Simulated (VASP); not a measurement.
# F2AlSeH in VASP: settings compared

Aim: see how the results for F2AlSeH move with the level of theory and the settings. Levels: PBE, optB88-vdW, RPBE. Tasks: electron localisation function, single point, relaxation of the atoms.

All numbers are computed with VASP 6.6.1; they aren't measurements. Logs are shortened: lines on timing, memory, paths and dates and some standing lists are left out, and cuts for length are marked.

### 1 The structure

The cell holds a molecule in a box, 5 atoms: a = 12.000 Å, b = 12.000 Å, c = 13.000 Å, α = 90.00°, β = 90.00°, γ = 90.00°.

### 2 Electron localisation function, PBE

INCAR reads:

```
SYSTEM = AlHSeF2
PREC = Accurate
ENCUT = 520
EDIFF = 1E-6
ISMEAR = 0
SIGMA = 0.01
LREAL = .FALSE.
LASPH = .TRUE.
NELM = 80
ALGO = Normal
ISIF = 2
LWAVE = .FALSE.
LCHARG = .TRUE.
GGA = PE
LELF = .TRUE.
```

KPOINTS reads:

```
Automatic mesh
0
G
  1 1 1
  0 0 0
```

POSCAR reads:

```
AlHSeF2
1.0
   12.0000000000      0.0000000000      0.0000000000
    0.0000000000     12.0000000000      0.0000000000
    0.0000000000      0.0000000000     13.0000000000
F Al Se H
2 1 1 1
Direct
    0.5724708300      0.4763750000      0.6421461500
    0.6065708300      0.4067250000      0.4370615400
    0.5380291700      0.4826250000      0.5204769200
    0.3955958300      0.5967750000      0.4703538500
    0.4121708300      0.5616500000      0.3630846200
```

Potentials or basis: VASP PAW PBE potentials, release 64 (F, Al, Se, H).

Command:

```console
$ cat potpaw_PBE.64/F/POTCAR potpaw_PBE.64/Al/POTCAR potpaw_PBE.64/Se/POTCAR potpaw_PBE.64/H/POTCAR > POTCAR
$ mpirun -np 1 vasp_gam > vasp.out
```

OUTCAR:

```text
SYSTEM = AlHSeF2
   PREC = Accurate
   ENCUT = 520
   EDIFF = 1E-6
   ISMEAR = 0
   LREAL = .FALSE.
   LASPH = .TRUE.
   NELM = 80
   ISIF = 2
   GGA = PE

 ion  position               nearest neighbor table
   1  0.572  0.476  0.642-   3 1.64
   2  0.607  0.407  0.437-   3 1.64
   3  0.538  0.483  0.520-   1 1.64   2 1.64   4 2.29
   4  0.396  0.597  0.470-   5 1.47   3 2.29
   5  0.412  0.562  0.363-   4 1.47

  LATTYP: Found a simple tetragonal cell.
 ALAT       =    12.0000000000
 C/A-ratio  =     1.0833333333

  Lattice vectors:

 A1 = (  12.0000000000,   0.0000000000,   0.0000000000)
 A2 = (   0.0000000000,  12.0000000000,   0.0000000000)
 A3 = (   0.0000000000,   0.0000000000,  13.0000000000)

Analysis of symmetry for initial positions (statically):
=====================================================================
 Subroutine PRICEL returns:
 Original cell was already a primitive cell.

 Routine SETGRP: Setting up the symmetry group for a
 simple tetragonal supercell.

 Subroutine GETGRP returns: Found  1 space group operations
 (whereof  1 operations were pure point group operations)
 out of a pool of 16 trial point group operations.

The static configuration has the point symmetry C_1 .

Analysis of symmetry for dynamics (positions and initial velocities):
=====================================================================
 Subroutine PRICEL returns:
 Original cell was already a primitive cell.

 Routine SETGRP: Setting up the symmetry group for a
 simple tetragonal supercell.

 Subroutine GETGRP returns: Found  1 space group operations
 (whereof  1 operations were pure point group operations)
 out of a pool of 16 trial point group operations.

The dynamic configuration has the point symmetry C_1 .

 Subroutine INISYM returns: Found  1 space group operations
 (whereof  1 operations are pure point group operations),
 and found     1 'primitive' translations

----------------------------------------------------------------------------------------

                                     Primitive cell

  volume of cell :    1872.0000

  direct lattice vectors                    reciprocal lattice vectors
    12.000000000  0.000000000  0.000000000     0.083333333  0.000000000  0.000000000
     0.000000000 12.000000000  0.000000000     0.000000000  0.083333333  0.000000000
     0.000000000  0.000000000 13.000000000     0.000000000  0.000000000  0.076923077

  length of vectors
[... 65 lines left out ...]
   LREAL  =      F    real-space projection
   EDIFFG = 0.1E-04   stopping-criterion for IOM
   NSW    =      0    number of steps for IOM
   IBRION =     -1    ionic relax: 0-MD 1-quasi-New 2-CG
   NFREE  =      0    steps in history (QN), initial steepest desc. (CG)
   ISIF   =      2    stress and relaxation
   ISYM   =      2    0-nonsym 1-usesym 2-fastsym
   POTIM  = 0.5000    time-step for ionic-motion
   TEBEG  =    0.0;   TEEND  =   0.0 temperature during run
   PSTRESS=    0.0 pullay stress
   NELECT =      24.0000    total number of electrons
   NUPDOWN=      -1.0000    fix difference up-down
   EMIN   =  10.00;   EMAX   =-10.00  energy-range for DOS
   EFERMI =   0.00;   METHOD = LEGACY
   ISMEAR =     0;   SIGMA  =   0.01  broadening in eV -4-tet -1-fermi 0-gaus
   EFERMI_NEDOS =   21; number of points for ismear=-14 and -15
   IALGO  =     38    algorithm
   IMIX   =      4    mixing-type and parameters
     AMIX     =   0.40;   BMIX     =  1.00
     AMIX_MAG =   1.60;   BMIX_MAG =  1.00
  volume/ion in A,a.u.               =     374.40      2526.58
  Fermi-wavevector in a.u.,A,eV,Ry     =   0.383157  0.724062  1.997460  0.146809
  Thomas-Fermi vector in A             =   1.319904
   LORBIT       =      0    0 simple, 1 ext, 2 COOP (PROOUT), +10 PAW based schemes
   GGA     = PE    functional components
   LHFCALC =     F    Hartree Fock is set to
   AEXX    =    0.0000 exact exchange contribution
   IVDW    =     0    specifies the selected vdW correction
   LEPSILON=     F    determine dielectric tensor
   LRPA    =     F    only Hartree local field effects (RPA)
 non-spin polarized calculation
 Gauss-broadening in eV      SIGMA  =   0.01
  energy-cutoff  :      520.00
  volume of cell :     1872.00
 maximum number of plane-waves:     25235
 NGX is ok and might be reduce to    90
   NGX = 45   NGY = 45   NGZ = 49

 number of electron      23.9999988 magnetization

 Free energy of the ion-electron system (eV)
  ---------------------------------------------------
  ext. energy  EPLUGINS =         0.00000000
  ---------------------------------------------------
  free energy    TOTEN  =       -22.48110178 eV

  energy without entropy =      -22.48110178  energy(sigma->0) =      -22.48110178

 E-fermi :  -6.3807     XC(G=0):  -0.7672

 val. band max:       -6.4503720455   @ k =   0.0000   0.0000   0.0000
 cond. band min:      -1.9263072098   @ k =   0.0000   0.0000   0.0000
 fundamental gap:      4.5240648357
 Fermi energy:        -6.3806828056

 k-point     1 :       0.0000    0.0000    0.0000
  band No.  band energies     occupation
      1     -28.8451      2.00000
      2     -28.6342      2.00000
      3     -18.1315      2.00000
      4     -11.5260      2.00000
      5     -10.5825      2.00000
      6     -10.0640      2.00000
[... 8 lines left out ...]
     15      -0.9320      0.00000
     16       0.2445      0.00000

------------------------ aborting loop because EDIFF is reached ----------------------------------------

  FORCE on cell =-STRESS in cart. coord.  units (eV):
  Direction    XX          YY          ZZ          XY          YZ          ZX
  --------------------------------------------------------------------------------------
  -------------------------------------------------------------------------------------
  Total        0.4822815      0.4277896      1.6520323     -0.5207437      0.3953618     -0.0934007
  in kB        0.4127674      0.3661297      1.4139149     -0.4456858      0.3383760     -0.0799383
  external PRESSURE =       0.7309373 kB  Pullay stress =       0.0000000 kB

 VOLUME and BASIS-vectors are now :
 -----------------------------------------------------------------------------
  energy-cutoff  :      520.00
  volume of cell :     1872.00
      direct lattice vectors                 reciprocal lattice vectors
    12.000000000  0.000000000  0.000000000     0.083333333  0.000000000  0.000000000
     0.000000000 12.000000000  0.000000000     0.000000000  0.083333333  0.000000000
     0.000000000  0.000000000 13.000000000     0.000000000  0.000000000  0.076923077

 POSITION                                       TOTAL-FORCE (eV/Angst)
 -----------------------------------------------------------------------------------
      6.86965      5.71650      8.34790         0.146178     -0.020394      0.601669
      7.27885      4.88070      5.68180         0.316252     -0.344522     -0.398259
      6.45635      5.79150      6.76620        -0.316406      0.242234     -0.183729
      4.74715      7.16130      6.11460        -0.202414      0.217311      0.232292
      4.94605      6.73980      4.72010         0.056391     -0.094629     -0.251973
 -----------------------------------------------------------------------------------
    total drift:                                0.002032      0.000463     -0.002016

  FREE ENERGIE OF THE ION-ELECTRON SYSTEM (eV)
  ---------------------------------------------------
  free  energy   TOTEN  =       -22.4811017773 eV

  energy  without entropy=      -22.4811017773  energy(sigma->0) =      -22.48110178
```

Wall time 86 s (1 thread of AMD EPYC 9R45 (Zen 5), shared host); peak memory 1.3 GiB.

Results:

```yaml
Free_energy: -22.4811 eV
Largest_force: 0.620 eV/Å
Gap_between_the_frontier_levels: 4.52 eV
```

Forces on the atoms (eV/Å):
```
F    0.146 -0.020  0.602
F    0.316 -0.345 -0.398
Al  -0.316  0.242 -0.184
Se  -0.202  0.217  0.232
H    0.056 -0.095 -0.252
```

Levels at points of the mesh, in eV from the valence-band top:
```csv
k point,band 10,band 11,band 12,band 13,band 14,band 15
"(0.00, 0.00, 0.00)",-2.82,-1.56,0.00,4.52,5.44,5.52
```

### 3 Single point, optB88-vdW

INCAR reads:

```
SYSTEM = AlHSeF2
PREC = Accurate
ENCUT = 520
EDIFF = 1E-6
ISMEAR = 0
SIGMA = 0.01
LREAL = .False.
LASPH = .True.
NELM = 80
ALGO = Normal
ISIF = 2
LWAVE = .False.
LCHARG = .True.
GGA = BO
LUSE_VDW = .True.
AGGAC = 0.0
PARAM1 = 0.1833333333
PARAM2 = 0.22
LELF = .True.
LVHAR = .True.
LVACPOTAV = .True.
NBANDS = 20
```

KPOINTS reads:

```
Automatic mesh
0
Gamma
  1 1 1
  0 0 0
```

POSCAR reads:

```
AlHSeF2
1.0
   12.0000000000      0.0000000000      0.0000000000
    0.0000000000     12.0000000000      0.0000000000
    0.0000000000      0.0000000000     13.0000000000
F Al Se H
2 1 1 1
Cartesian
    6.8696499600      5.7165000000      8.3478999500
    7.2788499600      4.8807000000      5.6818000200
    6.4563500400      5.7915000000      6.7661999600
    4.7471499600      7.1613000000      6.1146000500
    4.9460499600      6.7398000000      4.7201000600
```

Potentials or basis: VASP PAW PBE potentials, release 64 (F, Al, Se, H).

Command:

```console
$ cat potpaw_PBE.64/F/POTCAR potpaw_PBE.64/Al/POTCAR potpaw_PBE.64/Se/POTCAR potpaw_PBE.64/H/POTCAR > POTCAR
$ mpirun -np 1 vasp_gam > vasp.out
```

Run time: 27 min. Hardware: 1 thread of AMD EPYC 9R45 (Zen 5), shared host; peak memory 4.6 GiB.

Results (log left out):

```
Free energy                     : -15.1881 eV
Largest force                   : 0.597 eV/Å
Gap between the frontier levels : 4.44 eV
```

Forces in eV/Å, atoms in the order of the input:
```
F    0.140  0.000  0.580
F    0.293 -0.340 -0.367
Al  -0.309  0.239 -0.175
Se  -0.169  0.188  0.225
H    0.046 -0.086 -0.264
```

Levels at points of the mesh, in eV from the valence-band top:
```
           k point  band 10  band 11  band 12  band 13  band 14  band 15
(0.00, 0.00, 0.00)    -2.91    -1.58     0.00     4.44     4.84     5.40
```

Caveat: the PAW data sets were made with another functional, which shifts forces and pressure a little.

### 4 Relaxation of the atoms, RPBE

INCAR reads:

```
SYSTEM = AlHSeF2
PREC = Accurate ; ENCUT = 520
EDIFF = 1E-6 ; ISMEAR = 0
SIGMA = 0.01 ; LREAL = .FALSE.
LASPH = .TRUE. ; NELM = 100
ALGO = Fast ; ISIF = 2
LWAVE = .FALSE. ; LCHARG = .FALSE.
GGA = RP ; IBRION = 2
NSW = 40 ; EDIFFG = -0.01
```

KPOINTS reads:

```
Automatic mesh
0
G
  1 1 1
  0 0 0
```

POSCAR reads:

```
AlHSeF2
1.0
   12.0000000000      0.0000000000      0.0000000000
    0.0000000000     12.0000000000      0.0000000000
    0.0000000000      0.0000000000     13.0000000000
F Al Se H
2 1 1 1
Direct
    0.5724708300      0.4763750000      0.6421461500
    0.6065708300      0.4067250000      0.4370615400
    0.5380291700      0.4826250000      0.5204769200
    0.3955958300      0.5967750000      0.4703538500
    0.4121708300      0.5616500000      0.3630846200
```

Command:

```console
$ cat potpaw_PBE.64/F/POTCAR potpaw_PBE.64/Al/POTCAR potpaw_PBE.64/Se/POTCAR potpaw_PBE.64/H/POTCAR > POTCAR
$ mpirun -np 1 vasp_gam > vasp.out
```

Wall time 11 min (1 thread of AMD EPYC 9R45 (Zen 5), shared host); peak memory 1.5 GiB.

It converged, with:

```yaml
Free_energy: -21.9687 eV
Energy_gained_by_relaxing: 6.2 meV/atom
Ionic_steps: 28
Largest_force_after_relaxing: 0.005 eV/Å
Gap_between_the_frontier_levels: 4.43 eV
```

Forces in eV/Å, atoms in the order of the input:
```
F   -0.001  0.002  0.004
F   -0.001 -0.001 -0.004
Al   0.004 -0.002  0.001
Se   0.000  0.000 -0.002
H   -0.001  0.001  0.001
```

The path:
```csv
step,energy change (eV),largest force (eV/Å),pressure (GPa)
1,0.0000,0.8652,0.11
2,-0.0054,1.0852,-0.06
3,-0.0255,0.3705,0.02
4,-0.0307,0.0879,-0.01
5,-0.0308,0.0738,-0.01
6,-0.0309,0.0544,-0.01
7,-0.0310,0.0215,-0.01
8,-0.0310,0.0233,-0.01
9,-0.0310,0.0234,-0.01
10,-0.0310,0.0214,-0.01
11,-0.0310,0.0170,-0.01
12,-0.0311,0.0127,-0.01
13,-0.0311,0.0247,-0.01
14,-0.0311,0.0127,-0.01
15,-0.0311,0.0168,-0.01
16,-0.0311,0.0149,-0.01
17,-0.0311,0.0107,-0.01
18,-0.0312,0.0205,-0.01
19,-0.0312,0.0155,-0.01
20,-0.0312,0.0144,-0.01
21,-0.0311,0.0471,-0.01
22,-0.0312,0.0208,-0.01
23,-0.0312,0.0172,-0.01
24,-0.0312,0.0113,-0.01
25,-0.0312,0.0181,-0.01
26,-0.0312,0.0140,-0.01
27,-0.0312,0.0119,-0.01
28,-0.0312,0.0047,-0.01
```

Final structure:
```xyz
5
Lattice="12.0000 0.0000 0.0000 0.0000 12.0000 0.0000 0.0000 0.0000 13.0000" Properties=species:S:1:pos:R:3 pbc="T T T"
F     6.8748    5.7163    8.3746
F     7.3021    4.8581    5.6702
Al    6.4585    5.7891    6.7638
Se    4.7283    7.1783    6.1145
H     4.9343    6.7480    4.7075
```

Levels at points of the mesh, in eV from the valence-band top:
```tsv
k point	band 9	band 10	band 11	band 12	band 13	band 14	band 15	band 16
(0.00, 0.00, 0.00)	-2.99	-2.71	-1.58	0.00	4.43	5.32	5.45	6.62
```

Caveat: the PAW data sets were made with another functional, which shifts forces and pressure a little.

### 5 Overview

```tsv
task	level	cell	gap on the mesh (eV)	largest force (eV/Å)
electron localisation function	PBE	as given	4.52	0.62
single point	optB88-vdW	as given	4.44	0.60
relaxation of the atoms	RPBE	atoms relaxed	4.43	-
```

Alike in all rows: potentials or basis VASP PAW PBE potentials, release 64 (F, Al, Se, H); no spin polarisation; k mesh 1 × 1 × 1; cutoff (eV) 520; smearing gaussian 0.01 eV.

Caveats: the PAW data sets were made with another functional, which shifts forces and pressure a little (some runs).

Absolute energies hang on the potentials; compare differences alone.
